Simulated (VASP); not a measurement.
Level of theory: LDA (Ceperley-Alder, Perdew-Zunger), VASP's LDA PAW potentials (set 64) (plane waves; VASP).

VASP ran on this input.

**INCAR**
```
SYSTEM = BN
PREC = Accurate
ENCUT = 520
EDIFF = 1E-7
NELM = 100
ALGO = Normal
LREAL = .FALSE.
LASPH = .TRUE.
ISMEAR = 0
SIGMA = 0.05
LWAVE = .FALSE.
LCHARG = .FALSE.
ISIF = 4
IBRION = 2
NSW = 30
EDIFFG = -0.01
```

### POSCAR
```
BN
1
    1.2499361672    -2.1649531596     0.0000000000
    1.2499361672     2.1649531596     0.0000000000
    0.0000000000     0.0000000000     4.1360351889
B N
2 2
Direct
  0.6666670000   0.3333330000   0.5003026567
  0.3333330000   0.6666670000   0.0003026567
  0.6666670000   0.3333330000   0.8746973433
  0.3333330000   0.6666670000   0.3746973433
```

KPOINTS:
```
Automatic mesh
0
Gamma
10 10 5
0 0 0
```

POTCAR, in this order: B N (LDA.64 set). Program: vasp_std.

Output

**OSZICAR**
```
       N       E                     dE             d eps       ncg     rms          rms(c)
DAV:   1     0.447888384736E+02    0.44789E+02   -0.88459E+03  1008   0.130E+03
DAV:   2    -0.391172905479E+02   -0.83906E+02   -0.79570E+02  1392   0.259E+02
DAV:   3    -0.412026540858E+02   -0.20854E+01   -0.20773E+01  1340   0.411E+01
DAV:   4    -0.412130174879E+02   -0.10363E-01   -0.10357E-01  1244   0.312E+00
DAV:   5    -0.412131226362E+02   -0.10515E-03   -0.10513E-03  1320   0.278E-01    0.964E+00
DAV:   6    -0.390506223323E+02    0.21625E+01   -0.53159E+00  1188   0.190E+01    0.455E+00
DAV:   7    -0.387952786587E+02    0.25534E+00   -0.26838E-01  1220   0.471E+00    0.261E+00
DAV:   8    -0.387283068724E+02    0.66972E-01   -0.10050E-01  1132   0.277E+00    0.225E-01
DAV:   9    -0.387274676284E+02    0.83924E-03   -0.23145E-03  1288   0.470E-01    0.130E-01
DAV:  10    -0.387274266694E+02    0.40959E-04   -0.13474E-04  1240   0.122E-01    0.199E-02
DAV:  11    -0.387274240908E+02    0.25786E-05   -0.22843E-05  1284   0.394E-02    0.111E-02
DAV:  12    -0.387274239944E+02    0.96331E-07   -0.19476E-06  1276   0.133E-02    0.137E-03
DAV:  13    -0.387274239934E+02    0.10532E-08   -0.31005E-08   840   0.194E-03
   1 F= -.38727424E+02 E0= -.38727424E+02  d E =-.387274E+02
       N       E                     dE             d eps       ncg     rms          rms(c)
DAV:   1    -0.387274011398E+02    0.22855E-04   -0.12118E-02  1132   0.106E+00    0.226E-02
DAV:   2    -0.387274071938E+02   -0.60540E-05   -0.12618E-04  1268   0.107E-01    0.133E-02
DAV:   3    -0.387274036363E+02    0.35576E-05   -0.45776E-06  1272   0.225E-02    0.316E-03
DAV:   4    -0.387274035993E+02    0.36929E-07   -0.95600E-07  1260   0.866E-03
   2 F= -.38727404E+02 E0= -.38727404E+02  d E =0.203940E-04
       N       E                     dE             d eps       ncg     rms          rms(c)
DAV:   1    -0.387274494044E+02   -0.45768E-04   -0.39239E-03  1128   0.606E-01    0.128E-02
DAV:   2    -0.387274513027E+02   -0.18983E-05   -0.40432E-05  1264   0.606E-02    0.757E-03
DAV:   3    -0.387274501413E+02    0.11614E-05   -0.15131E-06  1260   0.129E-02    0.175E-03
DAV:   4    -0.387274501295E+02    0.11839E-07   -0.30775E-07  1208   0.491E-03
   3 F= -.38727450E+02 E0= -.38727450E+02  d E =-.261361E-04
```

OUTCAR:
```
------------------------ aborting loop because EDIFF is reached ----------------------------------------
  FORCE on cell =-STRESS in cart. coord.  units (eV):
  Direction    XX          YY          ZZ          XY          YZ          ZX
  --------------------------------------------------------------------------------------
  Total        1.8015169      1.8015172      1.8212105     -0.0000000      0.0000000      0.0000000
  in kB      128.9431732    128.9431989    130.3527438     -0.0000000      0.0000000      0.0000000
  external PRESSURE =     129.4130387 kB  Pullay stress =       0.0000000 kB
  volume of cell :       22.38
      direct lattice vectors                 reciprocal lattice vectors
     1.249844425 -2.164794262  0.000000000     0.400049790 -0.230968831  0.000000000
     1.249844425  2.164794262  0.000000000     0.400049790  0.230968831  0.000000000
     0.000000000  0.000000000  4.136642396     0.000000000  0.000000000  0.241741950
  FREE ENERGIE OF THE ION-ELECTRON SYSTEM (eV)
  ---------------------------------------------------
  free  energy   TOTEN  =       -38.7274501295 eV

  energy  without entropy=      -38.7274501295  energy(sigma->0) =      -38.72745013

 reached required accuracy - stopping structural energy minimisation
```
(Selected blocks of OUTCAR.)

**CONTCAR**
```
BN
   1.00000000000000
     1.2498444252506109   -2.1647942618089693    0.0000000000000000
     1.2498444252506109    2.1647942618089693    0.0000000000000000
     0.0000000000000000    0.0000000000000000    4.1366423959126237
  B               N
     2     2
Direct
     0.6666669999999968    0.3333330000000032    0.5004210314429447
     0.3333330000000032    0.6666669999999968    0.0004210314429447
     0.6666669999999968    0.3333330000000032    0.8745789685570553
     0.3333330000000032    0.6666669999999968    0.3745789685570553
```

The compound is BN in the wurtzite structure, a metastable high-pressure form. This cell is one point of a volume scan, at 0.97 of the reference volume. Symmetry was kept, so distortions that lower it aren't found.
